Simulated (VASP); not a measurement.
# Ba4Si: energy against volume and a worked fit

```
Ba Si
1.0
    -3.96351    3.96351    3.96351
     3.96351   -3.96351    3.96351
     3.96351    3.96351   -3.96351
Ba Si
4 1
Cartesian
  1.9818 1.9818 1.9818
  -1.9818 1.9818 1.9818
  1.9818 1.9818 -1.9818
  1.9818 -1.9818 1.9818
  0.0000 0.0000 0.0000
```

The cell comes from a database or a generator and needn't be the stable form of this composition.

The cell was scaled at fixed shape and fractions and run with VASP, PBE PAW files Ba_sv, Si, 520 eV; PBE, k mesh 5 × 5 × 5 on the cell of 5 atoms, fermi-dirac occupations of 0.05 eV, no spin polarisation, no spin-orbit coupling. Energies are those that the program minimises, any entropy of the smearing included. For a metal such a mesh isn't converged to the digits shown.

```csv
V (Å³/atom),energy over the lowest row (meV/atom)
46.8228,15.188
47.8191,7.909
48.8153,3.097
49.8115,?
50.8078,0.000
51.8040,1.310
52.8002,4.294
```

Task: Fit the third-order Birch-Murnaghan form, give V0, B0 and B′, and predict the energy left open.

Result: With y = (V0/V)^(2/3), E = E0 + (9 V0 B0/16) [(y - 1)³ B′ + (y - 1)² (6 - 4y)]. Least squares through the rows shown give V0 = 50.5840 Å³/atom, E0 = -0.048 meV, B0 = 15.38 GPa (1 eV/Å³ = 160.218 GPa) and B′ = 3.93, with a largest miss of 0.003 meV. At V = 49.8115 the form with these constants gives 0.533 meV; the run gave 0.532 meV an atom.
